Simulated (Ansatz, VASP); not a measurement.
## Li2BeS2 in VASP and in Ansatz

```
Li Be S
1.0
     1.87639   -3.24999    0.00000
    -5.62916   -3.24999    0.00000
     0.00000    0.00000   -6.75661
Li Be S
4 2 4
Cartesian
  -5.6292 -3.2500 -3.9999
  -1.8764 -3.2500 -3.9999
  -3.7528 -4.3333 -1.3178
  -1.8764 -1.0833 -1.3178
  -3.7528 -4.3333 -5.5759
  -1.8764 -1.0833 -5.5759
  -5.6292 -3.2500 -6.4821
  -1.8764 -3.2500 -6.4821
  -3.7528 -4.3333 -3.5903
  -1.8764 -1.0833 -3.5903
```

Alike in both runs: task single point; functional PBE; k mesh 4 × 2 × 2; occupations gaussian, width 0.1 eV; no spin polarisation.

|  | VASP | Ansatz |
| --- | --- | --- |
| version | VASP 6.6.1 | Ansatz 0.2.0 |
| potentials or method | VASP PAW PBE potentials, release 64 (Li_sv, Be, S) | scalar-relativistic, plane waves, PAW |
| plane-wave cutoff (eV) | 520 | 420 |
| valence electrons in the cell | 40 | 40 |

Ansatz gave:

| Item | Value |
| --- | --- |
| gap on the k mesh at the Fermi level (eV) | 2.76 |
| least direct gap on the mesh (eV) | 2.76 |
| rms of the force components (eV/Å) | 0.005 |

Task: What did VASP give for the same quantities?

Result: gap on the k mesh at the Fermi level (eV): 2.77; least direct gap on the mesh (eV): 2.77; rms of the force components (eV/Å): 0.006.

Atom by atom the forces differ by 0.004 eV/Å (rms over components).

Caveats: the k mesh is coarse (spacing up to 0.48 Å⁻¹), so the values aren't converged. A k mesh can miss the band edges.
